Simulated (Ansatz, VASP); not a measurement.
Two plane-wave programs on TaNbSi

The input INCAR:

```
  PREC = Accurate
  ENCUT = 520
  EDIFF = 1E-7
  ISMEAR = 0
  SIGMA = 0.0183
  LREAL = False
  LASPH = True
  NELM = 80
  ALGO = Normal
  ISIF = 2
  LWAVE = False
  LCHARG = True
  GGA = PE
  LELF = True
  LVHAR = True
  ISYM = 0
  NBANDS = 52
```

Contents of KPOINTS:

```
regular mesh
0
Gamma
  4 4 6
```

Contents of POSCAR:

```
TaNbSi
1.0
    6.6435150000      0.0000000000      0.0000000000
   -3.3217570000      5.7534540000      0.0000000000
    0.0000000000      0.0000000000      3.6789910000
Nb Ta Si
3 3 3
Direct
    0.5890000000      0.0000000000      0.5000000000
    0.4110000000      0.4110000000      0.5000000000
    0.0000000000      0.5890000000      0.5000000000
    0.2420000000      0.0000000000      0.0000000000
    0.7580000000      0.7580000000      0.0000000000
    0.0000000000      0.2420000000      0.0000000000
    0.3333000000      0.6667000000      0.0000000000
    0.6667000000      0.3333000000      0.0000000000
    0.0000000000      0.0000000000      0.5000000000
```

Input for Ansatz:

```yaml
crystal:
  lattice:
    - [6.643515, 0.0, 0.0]
    - [-3.321757, 5.753454, 0.0]
    - [0.0, 0.0, 3.678991]
  atoms:
    - { symbol: Nb, position: [0.589, 0.0, 0.5] }
    - { symbol: Nb, position: [0.411, 0.411, 0.5] }
    - { symbol: Nb, position: [0.0, 0.589, 0.5] }
    - { symbol: Ta, position: [0.242, 0.0, 0.0] }
    - { symbol: Ta, position: [0.758, 0.758, 0.0] }
    - { symbol: Ta, position: [0.0, 0.242, 0.0] }
    - { symbol: Si, position: [0.3333, 0.6667, 0.0] }
    - { symbol: Si, position: [0.6667, 0.3333, 0.0] }
    - { symbol: Si, position: [0.0, 0.0, 0.5] }
  symmetry: { detect: false }
kpoints:
  mp_grid: { grid: [4, 4, 6], shift: [0, 0, 0] }
magnetization:
  spin_polarized: false
scf:
  occupations: { method: gaussian, width: 0.0183 }
  eigensolver: { kind: davidson }
hamiltonian:
  pseudopotentials: { kind: paw }
  xc: pbe
basis:
  ecutwfc: 420
output:
  forces: true
  stress: true
  eigenvalues: true
  write_density: true
  write_potential: true
  elf: true
  volumetric_format: npy
```

The cell was built by a generator and needn't be a form met in nature.

Alike in both runs: task single point; functional PBE; k mesh 4 × 4 × 6; occupations gaussian, width 0.0183 eV; no spin polarisation.

|  | VASP | Ansatz |
| --- | --- | --- |
| version | VASP 6.6.1 | Ansatz 0.2.0 |
| potentials or method | VASP PAW PBE potentials, release 64 (Nb_sv, Ta_pv, Si) | PAW plane waves |
| plane-wave cutoff (eV) | 520 | 420 |
| valence electrons in the cell | 84 | 90 |

Ansatz gave:

* gap on the k mesh at the Fermi level (eV): none
* pressure (GPa): 16.1
* largest component of the traceless stress (GPa): 8.70
* rms of the force components (eV/Å): 0.741

Q: What did VASP give for the same quantities?

A: gap on the k mesh at the Fermi level (eV): none; pressure (GPa): 16.1; largest component of the traceless stress (GPa): 8.70; rms of the force components (eV/Å): 0.747.

Atom by atom the forces differ by 0.007 eV/Å (rms over components). A gap of «none» marks a metal or a gap that the smearing closes. The two sets of potentials don't hold the same shells in valence.

Caveats: so large a pressure means that the cell lies far from this level's equilibrium, or that cutoff or potentials fall short (VASP); forces of over 1 eV/Å show positions far from the minimum, so gaps and moduli don't describe the material at rest. Spin-orbit coupling is left out, which matters for the levels of Ta.
